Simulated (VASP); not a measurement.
A run of VASP 6.6.1:

The input INCAR:

```
SYSTEM = Ta
ALGO     = Normal         ! electronic algorithm
EDIFF    = 1E-7           ! SCF threshold, eV
EDIFFG   = -0.004         ! ionic threshold
ENCUT    = 600            ! plane-wave cutoff, eV
GGA      = PE             ! functional
IBRION   = 2              ! ionic algorithm
ISIF     = 3              ! what is computed and relaxed
ISMEAR   = 0              ! smearing method
LASPH    = .TRUE.         ! aspherical terms in the spheres
LCHARG   = .FALSE.        ! write CHGCAR
LREAL    = .FALSE.        ! projectors in reciprocal space
LWAVE    = .FALSE.        ! write WAVECAR
NELM     = 60             ! most SCF steps
NSW      = 80             ! ionic steps
PREC     = Accurate       ! precision mode
SIGMA    = 0.1            ! smearing width, eV
```

Contents of KPOINTS:

```
k-points
0
G
  18 18 18
  0 0 0
```

File POSCAR:

```
Ta
1.0
   -1.6512800000      1.6512800000      1.6512800000
    1.6512800000     -1.6512800000      1.6512800000
    1.6512800000      1.6512800000     -1.6512800000
Ta
1
Direct
    0.0000000000      0.0000000000      0.0000000000
```

Potentials or basis: VASP PAW PBE potentials, release 64 (Ta_pv).

Run with:

```sh
$ cat potpaw_PBE.64/Ta_pv/POTCAR > POTCAR
$ mpirun -np 1 vasp_std > vasp.out
```

Hardware: 1 thread of Intel(R) Xeon(R) 6975P-C (Granite Rapids) (shared host).

**Question.** Estimate the wall time of this run.

**Answer.** Run time: 20 s on 1 thread of Intel(R) Xeon(R) 6975P-C (Granite Rapids), on a shared host, peak memory 0.18 GiB. Counts: scf iterations 25, k points 195, ion steps 3.
